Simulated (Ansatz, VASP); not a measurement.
**Cross-check of Ca (Ca(110)) between VASP and Ansatz**

One calculation is typed for both programs; each brings its own data sets and cutoff. How far apart do they land? The structure shown is the end of the VASP relaxation below.

Main program and level: Ansatz 0.2.0; plane waves, with VASP 6.6.1 beside it; single point at PBEsol.

## Step 1: The starting structure

The cell holds 9 atoms: 9 Ca. Cell: a = 5.457 Å, b = 3.859 Å, c = 30.434 Å, α = 90.0°, β = 90.0°, γ = 90.0°. It derives from Ca. As first built, before any earlier steps moved the atoms (in the runner's words): 9 layers of fcc Ca, cut at this functional's lattice. Vacuum lies along c.

Coordinates:

```xyz
9
Lattice="5.4568 0.0000 0.0000 0.0000 3.8586 0.0000 0.0000 0.0000 30.4343" Properties=species:S:1:pos:R:3
Ca    0.0000    0.0000    7.5247
Ca    2.7284    1.9293    9.4330
Ca    0.0000    0.0000   11.3292
Ca    2.7284    1.9293   13.2884
Ca    0.0000    0.0000   15.2171
Ca    2.7284    1.9293   17.1459
Ca    0.0000    0.0000   19.1051
Ca    2.7284    1.9293   21.0013
Ca    0.0000    0.0000   22.9096
```

## Step 2: VASP: relaxation, PBEsol

This run makes the geometry at which the two programs are then compared.

Lines of VASP's logs that name or quote its potential files are left out, and so is its time.

Input file INCAR:

```
SYSTEM = Ca
PREC = Normal
ENCUT = 320
EDIFF = 1E-05
NELM = 120
ISMEAR = 1
SIGMA = 0.15
LREAL = .FALSE.
ALGO = Fast
GGA = PS
NBANDS = 45
LORBIT = 11
LWAVE = .FALSE.
LCHARG = .FALSE.
KPAR = 4
IBRION = 2
NSW = 40
ISIF = 2
EDIFFG = -0.03
POTIM = 0.4
MAXMIX = 40
```

Input file POSCAR:

```
Ca
1.0
    5.4568379226      0.0000000000      0.0000000000
    0.0000000000      3.8585670989      0.0000000000
    0.0000000000      0.0000000000     30.4342683956
Ca
9
Direct
    0.0000000000      0.0000000000      0.2464327400
    0.5000000000      0.5000000000      0.3098245500
    0.0000000000      0.0000000000      0.3732163700
    0.5000000000      0.5000000000      0.4366081800
    0.0000000000      0.0000000000      0.5000000000
    0.5000000000      0.5000000000      0.5633918200
    0.0000000000      0.0000000000      0.6267836300
    0.5000000000      0.5000000000      0.6901754500
    0.0000000000      0.0000000000      0.7535672600
```

Input file KPOINTS:

```
Automatic mesh
0
Gamma
6 8 1
0 0 0
```

The projector-augmented-wave data sets are Ca_pv (PBE family, release 64).

The run is started by

```console
mpirun -np 4 vasp_std
```

Numbers of over 12 decimals in the logs are rounded to 6 here.

The log of the run:

```text
[banner, memory and clock lines left out]
running    4 mpi-ranks, on    1 nodes
 distrk:  each k-point on    1 cores,    4 groups
 distr:  one band on    1 cores,    1 groups

 POSCAR found type information on POSCAR Ca
 POSCAR found :  1 types and       9 ions
|                                                                             |
|               ----> ADVICE to this user running VASP <----                  |
|                                                                             |
|     You enforced a specific xc type in the INCAR file but a different       |
|     [... a line on the potential file left out ...]
|     I HOPE YOU KNOW WHAT YOU ARE DOING!                                     |
|                                                                             |

 LDA part: xc-table for (Slater+PW92), standard interpolation
 POSCAR, INCAR and KPOINTS ok, starting setup
 FFT: planning ... GRIDC
 FFT: planning ... GRID_SOFT
 FFT: planning ... GRID
 WAVECAR not read
 entering main loop
       N       E                     dE             d eps       ncg     rms          rms(c)
DAV:   1     0.606403602139E+03    0.60640E+03   -0.24668E+04  1994   0.142E+03
DAV:   2     0.738836144237E+02   -0.53252E+03   -0.52857E+03  1856   0.404E+02
DAV:   3    -0.126835010471E+02   -0.86567E+02   -0.85359E+02  2467   0.180E+02
DAV:   4    -0.187271778720E+02   -0.60437E+01   -0.59214E+01  2528   0.525E+01
DAV:   5    -0.190632634143E+02   -0.33609E+00   -0.33035E+00  2936   0.113E+01    0.306E+00
RMM:   6    -0.211268659715E+02   -0.20636E+01   -0.15961E+01  2218   0.119E+01    0.445E+00
RMM:   7    -0.175562599015E+02    0.35706E+01   -0.16003E+00  2061   0.781E+00    0.142E+00
RMM:   8    -0.175004690219E+02    0.55791E-01   -0.86659E-01  2278   0.299E+00    0.718E-01
RMM:   9    -0.175246956009E+02   -0.24227E-01   -0.62293E-01  2600   0.176E+00    0.306E-01
RMM:  10    -0.175251449433E+02   -0.44934E-03   -0.10327E-01  2281   0.105E+00    0.165E-01
RMM:  11    -0.175301036747E+02   -0.49587E-02   -0.54973E-02  2776   0.527E-01    0.874E-02
RMM:  12    -0.175329742964E+02   -0.28706E-02   -0.14242E-02  2537   0.255E-01    0.404E-02
RMM:  13    -0.175346708197E+02   -0.16965E-02   -0.80464E-03  2582   0.151E-01    0.277E-02
RMM:  14    -0.175352569903E+02   -0.58617E-03   -0.25083E-03  1936   0.983E-02    0.128E-02
RMM:  15    -0.175354601019E+02   -0.20311E-03   -0.18851E-03  1793   0.703E-02    0.104E-02
RMM:  16    -0.175354519341E+02    0.81678E-05   -0.69717E-04  1766   0.475E-02    0.633E-03
RMM:  17    -0.175354953972E+02   -0.43463E-04   -0.35424E-04  1664   0.351E-02    0.460E-03
RMM:  18    -0.175355721273E+02   -0.76730E-04   -0.13090E-04  1530   0.269E-02    0.346E-03
RMM:  19    -0.175356370623E+02   -0.64935E-04   -0.60233E-05  1422   0.201E-02    0.238E-03
RMM:  20    -0.175356737484E+02   -0.36686E-04   -0.25458E-05  1536   0.213E-02    0.127E-03
RMM:  21    -0.175356841020E+02   -0.10354E-04   -0.10354E-05  1265   0.148E-02    0.583E-04
RMM:  22    -0.175356877200E+02   -0.36180E-05    0.16022E-07  1225   0.121E-02
   1 F= -.17535688E+02 E0= -.17536222E+02  d E =-.175357E+02
[...]
2 F= -.17536397E+02 E0= -.17537052E+02  d E =-.709696E-03
[...]
3 F= -.17538241E+02 E0= -.17538877E+02  d E =-.255367E-02
 curvature:  -2.63 expect dE=-0.676E-03 dE for cont linesearch -0.659E-03
 ZBRENT: increasing intervall
 opt :  10.0000  next Energy=   -17.539550 (dE=-0.386E-02)
 bond charge predicted
       N       E                     dE             d eps       ncg     rms          rms(c)
DAV:   1    -0.175321856441E+02    0.60568E-02   -0.15905E+00  2718   0.108E+01    0.184E-01
RMM:   2    -0.175374172252E+02   -0.52316E-02   -0.64987E-02  2169   0.179E+00    0.425E-02
RMM:   3    -0.175398554935E+02   -0.24383E-02   -0.22167E-02  2610   0.751E-01    0.529E-02
RMM:   4    -0.175401820524E+02   -0.32656E-03   -0.30129E-03  2641   0.265E-01    0.713E-02
RMM:   5    -0.175402538397E+02   -0.71787E-04   -0.68515E-04  2411   0.109E-01    0.831E-02
RMM:   6    -0.175402666128E+02   -0.12773E-04   -0.12440E-04  1721   0.492E-02    0.896E-02
RMM:   7    -0.175402696321E+02   -0.30194E-05   -0.34212E-05  1335   0.309E-02
   4 F= -.17540270E+02 E0= -.17540873E+02  d E =-.458191E-02
 curvature:  -5.22 expect dE=-0.221E-03 dE for cont linesearch -0.182E-04
 trial: gam=-0.01222 g(F)=  0.424E-04 g(S)=  0.000E+00 ort = 0.518E-04 (trialstep = 0.280E+01)
 search vector abs. value=  0.412E-04
 reached required accuracy - stopping structural energy minimisation
```

From OUTCAR (step 2):

```text
ion  position               nearest neighbor table
   1  0.000  0.000  0.246-   2 3.86   2 3.86   2 3.86   2 3.86   3 3.86
   2  0.500  0.500  0.310-   1 3.86   1 3.86   1 3.86   1 3.86   4 3.86   3 3.86   3 3.86   3 3.86
                             3 3.86
   3  0.000  0.000  0.373-   4 3.86   4 3.86   4 3.86   4 3.86   5 3.86   1 3.86   2 3.86   2 3.86
                             2 3.86   2 3.86
   4  0.500  0.500  0.437-   3 3.86   3 3.86   3 3.86   3 3.86   2 3.86   5 3.86   5 3.86   5 3.86
                             5 3.86   6 3.86
   5  0.000  0.000  0.500-   3 3.86   7 3.86   6 3.86   4 3.86   4 3.86   6 3.86   4 3.86   6 3.86
                             4 3.86   6 3.86
   6  0.500  0.500  0.563-   7 3.86   7 3.86   7 3.86   7 3.86   8 3.86   5 3.86   5 3.86   5 3.86
                             5 3.86   4 3.86
   7  0.000  0.000  0.627-   6 3.86   6 3.86   6 3.86   6 3.86   9 3.86   5 3.86   8 3.86   8 3.86
                             8 3.86   8 3.86
   8  0.500  0.500  0.690-   9 3.86   9 3.86   9 3.86   9 3.86   6 3.86   7 3.86   7 3.86   7 3.86
                             7 3.86
   9  0.000  0.000  0.754-   8 3.86   8 3.86   8 3.86   8 3.86   7 3.86

  LATTYP: Found a simple orthorhombic cell.
 ALAT       =     3.8585670989
 B/A-ratio  =     1.4142135624
 C/A-ratio  =     7.8874534550

 Subroutine GETGRP returns: Found  8 space group operations
 (whereof  8 operations were pure point group operations)

The static configuration has the point symmetry D_2h.

 Found     20 irreducible k-points:

   k-points           NKPTS =     20   k-points in BZ     NKDIM =     20   number of bands    NBANDS=     45

   dimension x,y,z NGX =    24 NGY =   18 NGZ =  140
   dimension x,y,z NGXF=    48 NGYF=   36 NGZF=  280

   ENCUT  =  320.0 eV  23.52 Ry    4.85 a.u.   7.96  5.63 44.39*2*pi/ulx,y,z

   NELECT =      72.0000    total number of electrons

 k-points in reciprocal lattice and weights: Automatic mesh
   0.00000000  0.00000000  0.00000000       0.021
   0.16666667  0.00000000  0.00000000       0.042
   0.33333333  0.00000000  0.00000000       0.042
   0.50000000  0.00000000  0.00000000       0.021
   0.00000000  0.12500000  0.00000000       0.042
   0.16666667  0.12500000  0.00000000       0.083
   0.33333333  0.12500000  0.00000000       0.083
   0.50000000  0.12500000  0.00000000       0.042
   0.00000000  0.25000000  0.00000000       0.042
[...]
0.33333333  0.50000000  0.00000000       0.042
   0.50000000  0.50000000  0.00000000       0.021

 average (electrostatic) potential at core
       1 -52.2724       2 -51.5032       3 -51.4645       4 -51.5037       5 -51.4881
       6 -51.5037       7 -51.4645       8 -51.5032       9 -52.2724

 E-fermi :   0.1674

 k-point     1 :       0.0000    0.0000    0.0000
  band No.  band energies     occupation
    ...
     32      -1.5227      2.00000
     33      -0.7377      2.00000
     34      -0.2378      2.00090
     35      -0.0510      2.05909
     36       0.0091      2.05997
     37       0.4023     -0.04933
     38       0.4561     -0.02024
     39       0.7003     -0.00001
     40       0.9386     -0.00000
     41       0.9822     -0.00000
    ...

 k-point     2 :       0.1667    0.0000    0.0000
  band No.  band energies     occupation
    ...
     33      -0.6820      2.00000
     34      -0.6635      2.00000
     35      -0.4013      2.00000
     36      -0.1148      2.02301
     37       0.0795      1.82780
     38       0.3996     -0.05094
     39       0.5212     -0.00426
     40       0.7595     -0.00000
     41       0.8270     -0.00000
     42       1.0917     -0.00000
    ...

 k-point     3 :       0.3333    0.0000    0.0000
  band No.  band energies     occupation
    ...
     33      -1.2903      2.00000
     34      -1.1656      2.00000
     35      -0.8986      2.00000
     36      -0.6935      2.00000
     37       0.0400      2.00322
     38       0.3174     -0.05026
     39       0.3352     -0.06690
     40       0.7129     -0.00000
     41       0.7909     -0.00000
     42       1.0175     -0.00000
    ...

  Total       -2.0536281      0.2435850     -0.3808749      0.0000000      0.0000000      0.0000000
  in kB       -5.1345502      0.6090193     -0.9522761      0.0000000      0.0000000      0.0000000
  external PRESSURE =      -1.8259357 kB  Pullay stress =       0.0000000 kB

  energy-cutoff  :      320.00
  volume of cell :      640.81
      direct lattice vectors                 reciprocal lattice vectors
     5.456837923  0.000000000  0.000000000     0.183256313  0.000000000  0.000000000
     0.000000000  3.858567099  0.000000000     0.000000000  0.259163564  0.000000000
     0.000000000  0.000000000 30.434268396     0.000000000  0.000000000  0.032857698

 POSITION                                       TOTAL-FORCE (eV/Angst)
 -----------------------------------------------------------------------------------
      0.00000      0.00000      7.52467         0.000000     -0.000000      0.019190
      2.72842      1.92928      9.43296        -0.000000      0.000000      0.000370
      0.00000      0.00000     11.32919         0.000000     -0.000000      0.007132
      2.72842      1.92928     13.28841         0.000000     -0.000000     -0.011386
      0.00000      0.00000     15.21713         0.000000     -0.000000      0.000000
      2.72842      1.92928     17.14586         0.000000     -0.000000      0.011386
      0.00000      0.00000     19.10508         0.000000     -0.000000     -0.007132
      2.72842      1.92928     21.00131         0.000000     -0.000000     -0.000370
      0.00000      0.00000     22.90960        -0.000000      0.000000     -0.019190
 -----------------------------------------------------------------------------------
    total drift:                                0.000000      0.000000      0.000000

  FREE ENERGIE OF THE ION-ELECTRON SYSTEM (eV)
  ---------------------------------------------------
  free  energy   TOTEN  =       -17.5402696321 eV

  energy  without entropy=      -17.5420798693  energy(sigma->0) =      -17.54087304

 reached required accuracy - stopping structural energy minimisation

 total charge
# of ion       s       p       d       tot
------------------------------------------
    1        0.352   6.073   0.208   6.633
    2        0.326   6.111   0.265   6.702
    3        0.326   6.114   0.268   6.708
    4        0.328   6.115   0.262   6.705
    5        0.327   6.113   0.268   6.707
    6        0.328   6.115   0.262   6.705
    7        0.326   6.114   0.268   6.708
    8        0.326   6.111   0.265   6.702
    9        0.352   6.073   0.208   6.633
--------------------------------------------------
tot          2.990  54.938   2.274  60.202

[... 3 further parts left out ...]
```

The run keeps the 8 symmetry operations of its start, so it cannot find a distortion of lower symmetry.

## Step 3: Ansatz: single point, PBEsol

Ansatz runs on its default PAW (the set named soft_2) files.

The same cell, functional, mesh and smearing now go to Ansatz, which takes its cutoff from its data sets.

Input file input.yaml:

```yaml
crystal:
  lattice:
    - [5.45683792, 0.0, 0.0]
    - [0.0, 3.8585671, 0.0]
    - [0.0, 0.0, 30.4342684]
  atoms:
    - { symbol: Ca, position: [0.0, 0.0, 0.24724339] }
    - { symbol: Ca, position: [0.5, 0.5, 0.30994535] }
    - { symbol: Ca, position: [0.0, 0.0, 0.37225108] }
    - { symbol: Ca, position: [0.5, 0.5, 0.43662661] }
    - { symbol: Ca, position: [0.0, 0.0, 0.5] }
    - { symbol: Ca, position: [0.5, 0.5, 0.56337339] }
    - { symbol: Ca, position: [0.0, 0.0, 0.62774892] }
    - { symbol: Ca, position: [0.5, 0.5, 0.69005465] }
    - { symbol: Ca, position: [0.0, 0.0, 0.75275661] }
hamiltonian:
  xc: pbesol
  pseudopotentials: { kind: paw }
kpoints:
  mp_grid: { grid: [6, 8, 1] }
scf:
  occupations: { method: methfessel_paxton, width: 0.15 }
  n_extra_bands: 6
output:
  forces: true
  eigenvalues: true
```

The run is started by

```console
ansatz run input.yaml --threads 4 --pin off --max-ram 9216MiB --backend cpu --events-out ev --progress --plain --runs-dir out
```

The log of the run:

```text
scf.n_extra_bands = 6 over 45 filled bands (N_el = 90.0): the run solves 51 bands
Engine: ansatz 0.2.0, aarch64-unknown-linux-gnu
Pseudopotentials: kind: paw
Pseudopotential: Ca, paw, valence charge 10, recommended cutoff 420 eV (normal), Ca.paw.azcp
Functional definition: PBEsol
  exchange = pbesol_x
  correlation = pbesol_c
Crystal: 9 atoms, lattice volume = 640.811 Å³
Basis set: ecut = 420 eV, 12571 PW (Γ), exchange–correlation on 80×54×432 points (8 copies of the dense FFT grid, shifted against one another)
Bands: 51, of which v1, the nominal top of the filled ones, is band 45 counted from 1 (44 counted from 0)
Symmetry: 8 space group operations
Space group: Pmmm (ITA 47), of the structure as read, at distance tolerance 8.6e-5 Å
k-points: 20 of 48
Non-local potential: Ca, projectors of the file, l = 0: 3, l = 1: 2, l = 2: 2
PAW form: soft (Blöchl's): semilocal exchange-correlation on the pseudo side does not see the compensation charge
PAW frozen core: Ca, regenerated for the run's functional, and the local potential with it (the file was generated under x = pbe(κ = 0.804, μ = 0.219515), c = pbe(β = 0.066725))
PAW one-centre angular grid: Ca, 110 points (default); XC on 64 Gauss nodes
Initial density: superposition of atomic densities (neutral atoms: chi_scale 0, normalization atom), corrected by the library's trained network
Initial wavefunctions: pseudopotential atomic-orbital guess
Functional: x = pbesol(κ = 0.804, μ = 0.123457), c = pbesol(β = 0.046)
SCF iter   1: F=—  HF=-16142.100194 eV  |F-HF|=—  |Δ(HF+E_count)|=         —  Δρ=2.71e-3  dr2=2.52e0  ethr=1.77e-3  ⟨swp⟩=13.9  Hψ=5305  notcnv=0
preconditioner: auto → LDOS  [metal: Δε(μ)=0.011 eV  Ē_g=1.756 eV  σ=0.150 eV  W_gap=0.06  n_scr=70 (ndim 8)  ℏωp=6.2 eV  f_vac=0.368  D(μ)=10.28/eV (n_scr^D=52)  β→1.0]
SCF iter   2: F=—  HF=-16142.036210 eV  |F-HF|=—  |Δ(HF+E_count)|=   6.40e-2  S|Δr|=    0.00e0  Δρ=1.12e-3  dr2=2.74e-2  ethr=1.77e-3  ⟨swp⟩=2.8  Hψ=1281  notcnv=0  defer=1
SCF iter   3: F=—  HF=-16142.037934 eV  |F-HF|=—  |Δ(HF+E_count)|=   1.72e-3  S|Δr|=    0.00e0  Δρ=4.83e-4  dr2=9.53e-3  ethr=3.04e-5  ⟨swp⟩=2.8  Hψ=1850  notcnv=0
SCF iter   4: F=—  HF=-16142.037640 eV  |F-HF|=—  |Δ(HF+E_count)|=   2.94e-4  S|Δr|=    0.00e0  Δρ=1.54e-4  dr2=7.73e-4  ethr=1.06e-5  ⟨swp⟩=2.1  Hψ=1750  notcnv=0
SCF iter   5: F=—  HF=-16142.037647 eV  |F-HF|=—  |Δ(HF+E_count)|=   7.16e-6  S|Δr|=    0.00e0  Δρ=5.04e-5  dr2=9.52e-5  ethr=8.59e-7  ⟨swp⟩=2.7  Hψ=1821  notcnv=0
SCF iter   6: F=—  HF=-16142.037484 eV  |F-HF|=—  |Δ(HF+E_count)|=   1.63e-4  S|Δr|=    0.00e0  Δρ=1.46e-5  dr2=3.97e-6  ethr=1.06e-7  ⟨swp⟩=2.5  Hψ=1219  notcnv=0
SCF iter   7: F=—  HF=-16142.037488 eV  |F-HF|=—  |Δ(HF+E_count)|=   3.78e-6  S|Δr|=    0.00e0  Δρ=5.84e-6  dr2=4.87e-7  ethr=4.41e-9  ⟨swp⟩=4.9  Hψ=2235  notcnv=0
SCF iter   8: F=-16142.037488 eV  HF=-16142.037488 eV  |F-HF|=2.55e-8  |Δ(HF+E_count)|=   1.08e-7  S|Δr|=    0.00e0  Δρ=2.07e-6  dr2=3.69e-8  ethr=1.11e-10  ⟨swp⟩=23.4  Hψ=5930  notcnv=0
the search or the solves at the SCF's close seem to have found levels that the self-consistency loop had missed (the run counts 1). By its estimate they hold 2.22e-8 electrons. The energies and the density leave them out; if the run goes on with those levels, later outputs use occupations computed again with them
SCF 1 converged in 8 iterations: F = -16142.037488 eV  dr2 = 3.69e-8
  greatest PAW one-centre occupation: 0.996 electrons in one spin orbital (limit 2), on the Ca atom at site 8 (counted from 0), in its partial waves of l = 0
SCF converged after 8 iterations
Stability not checked: this state was not tested for a lower state beside it, because cold or Methfessel-Paxton smearing, or corrected tetrahedra, fill the levels in a way that the test cannot read (fill_not_monotonic; see scf.lower_state_search)
Free energy (F): -16142.037488 eV
Harris-Foulkes:  -16142.037488 eV  (|F-HF|=2.55e-8)
Internal energy: -16142.039109 eV  (E = F + TS)
E sigma→0 (E₀):  -16142.037893 eV
Entropy (-TS):   0.001621 eV (0.180 meV/atom)
Fermi energy:    1.790761 eV
--- Per-component energies (eV) ---
  E_band       = -1858.788163
  E_kinetic    = 2476.187033
  E_local      = -40516.736772  (includes V_loc(G=0)·N_el)
  E_nonlocal   = 582.539840
  E_hartree    = 18846.856839
  E_xc         = -1206.331244
  E_vxc        = -1511.286278  (∫ρ·V_xc dr)
  E_paw        = -7530.380792  (= ΣΔE_a)
  E_vpaw       = -583.204410  (= ΣTr[D̂ρ^β])
  E_aug_tail   = -0.000051  (compensation charges beyond the density's cutoff)
  E_ewald      = 11204.756889
  E_core_change = 1.069149  (= ΣΔE_core)
  E_smearing   = 0.001621  (= −TS)
  E_closure    = -0.000000  (closes the sum)
  Σ components = -16142.037488   (vs F -16142.037488, Δ=0.00e0)
--- Forces (eV/Å), atoms counted from 1 ---
  atom   1  Ca     0.00000000     0.00000000     0.02629725
  atom   2  Ca     0.00000000     0.00000000     0.00338803
  atom   3  Ca     0.00000000    -0.00000000    -0.00520900
  atom   4  Ca     0.00000000    -0.00000000    -0.01255112
  atom   5  Ca     0.00000000     0.00000000     0.00000000
  atom   6  Ca     0.00000000     0.00000000     0.01255112
  atom   7  Ca     0.00000000     0.00000000     0.00520900
  atom   8  Ca     0.00000000    -0.00000000    -0.00338803
  atom   9  Ca     0.00000000    -0.00000000    -0.02629725
  max |Σ_I F_I| component: 3.47e-18 eV/Å
--- Band table (eV; the first three rows and the last of 20) ---
  k-point 0: bands = [... 41 lower, 0.8877, 1.3821, 1.5729, 1.6283, 2.0196, 2.0757, 2.3173, 2.5542, ... 2 higher]
  k-point 1: bands = [... 41 lower, 1.0201, 1.5222, 1.6662, 1.7327, 2.1145, 2.1664, 2.3503, 2.5497, ... 2 higher]
  k-point 2: bands = [... 41 lower, 1.3418, 1.8323, 1.8362, 1.9195, 2.2337, 2.3070, 2.3405, 2.4387, ... 2 higher]
  k-point 19: bands = [... 41 lower, 1.6494, 1.6592, 1.6698, 1.7159, 1.7215, 1.7408, 1.8203, 1.8782, ... 2 higher]
```

Run time: 10 s. Hardware: 4 threads of Arm Neoverse V2, shared host; peak memory 1.3 GiB; 40 s of CPU time.

## Step 4: Side by side

Known differences besides the potentials themselves: the data sets hold 90 valence electrons in Ansatz (default PAW (the set named soft_2) files) and 72 in VASP; the cutoff is 420 eV in Ansatz and 320 eV in VASP (PREC = Normal); Ansatz makes its cores anew for this functional, VASP keeps those of its PBE data sets; VASP leaves aspherical gradient terms in its spheres out (LASPH is not set), Ansatz keeps them. Total energies have different zeros and are not compared.

At this near-relaxed geometry the largest component of a force difference is 12 meV/Å. VASP's last cycles still show a density residual of 9e-03, so its state may not be settled.

## Step 5: Summary of results

| Quantity | Value |
| --- | --- |
| r.m.s. force difference (single point, PBEsol) | 4.0 meV/Å |

**Reading.** The r.m.s. force difference is 4.0 meV/Å (single point, PBEsol), within the 12 meV/Å picked in this series as the mark of a large difference. Such differences can come from data sets, numerical settings and the points named under the comparisons, not from the functional's error against experiment.

[Lines on the potential files, build, host, timing and source positions are cut from VASP's logs without a mark.]

[Logs are printed without paths, hosts, clocks, repeated set-up lines and the standing remarks that a program may print on its own settings, such as how far it seeks lower states.]

[Hosts, paths, dates, database ids (printed as entryN), source tags and the programs' standing remarks are cut or masked in the printed files.]
